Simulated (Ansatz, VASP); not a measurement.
## One calculation of CsNb2, two programs

```
Cs Nb
1.0
     0.00000    3.27827    3.27827
     3.27827    0.00000    3.27827
     3.27827    3.27827    0.00000
Cs Nb
1 2
Direct
  0.00000 0.00000 0.00000
  0.25000 0.25000 0.25000
  0.75000 0.75000 0.75000
```

Change from the starting cell: species swapped into the Al2Pd type (Fm-3m, No. 225).

Alike in both runs: functional PBE; k mesh 12 × 12 × 12; occupations gaussian, width 0.1 eV; no spin polarisation.

Ansatz relaxed the structure, and its values are those at the end. VASP's run is a single point on that final structure, the one shown.

|  | VASP | Ansatz |
| --- | --- | --- |
| version | VASP 6.6.1 | Ansatz 0.2.0 |
| potentials or method | VASP PAW PBE potentials, release 64 (Cs_sv, Nb_sv) | scalar-relativistic, plane waves, PAW |
| plane-wave cutoff (eV) | 520 | 420 |
| valence electrons in the cell | 35 | 35 |

```csv
,VASP,Ansatz,Ansatz less VASP
gap on the k mesh at the Fermi level (eV),none,none,-
pressure (GPa),1.5,0.0,-1.53
```

A gap of «none» marks a metal or a gap that the smearing closes.

The runs have no spin-orbit coupling, so splittings on Cs are missing.
